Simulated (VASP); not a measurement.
Runs of VASP 6.6.1 on Ca. It takes space group Fm-3m (No. 225, cubic). Conventional cell: a = 5.601 Å, b = 5.601 Å, c = 5.601 Å, α = 90.00°, β = 90.00°, γ = 90.00°. Ca (site symmetry m-3m) is surrounded by 12 Ca at 3.96 Å. 

```tsv
task	level	potentials or basis	cell	k mesh	cutoff (eV)	gap on the mesh (eV)	pressure (GPa)	relaxed volume (Å³/atom)
single point	PBEsol	VASP PAW PBE potentials, release 64 (Ca_sv)	as given	14 × 14 × 14	520	none	-1.2	-
relaxation of cell and atoms	PBEsol	VASP PAW PBE potentials, release 64 (Ca_pv)	relaxed	14 × 14 × 14	580	none	0.0	40.58
relaxation of cell and atoms	PBEsol	VASP PAW PBE potentials, release 64 (Ca_sv)	relaxed	14 × 14 × 14	480	none	0.0	40.58
relaxation of cell and atoms	PBEsol	VASP PAW PBE potentials, release 64 (Ca_sv)	relaxed	6 × 6 × 6	600	none	0.0	40.40
relaxation of cell and atoms	LDA	VASP PAW LDA potentials, release 64 (Ca_sv)	relaxed	14 × 14 × 14	600	none	0.0	(a)
```

Alike in all rows: no spin polarisation; smearing gaussian 0.1 eV.

Problem. Estimate the missing entries.

Solution. (a) 38.05.

Caveats: the PAW data sets were made with another functional, which shifts forces and pressure a little (some runs); the volume moved by -13 % from the deposited cell, more than functionals usually miss (some runs).

A gap of «none» marks a metal or a gap under the smearing width.

The runs don't all hold the same shells in valence.

Runs at the PBE level aren't shown here.
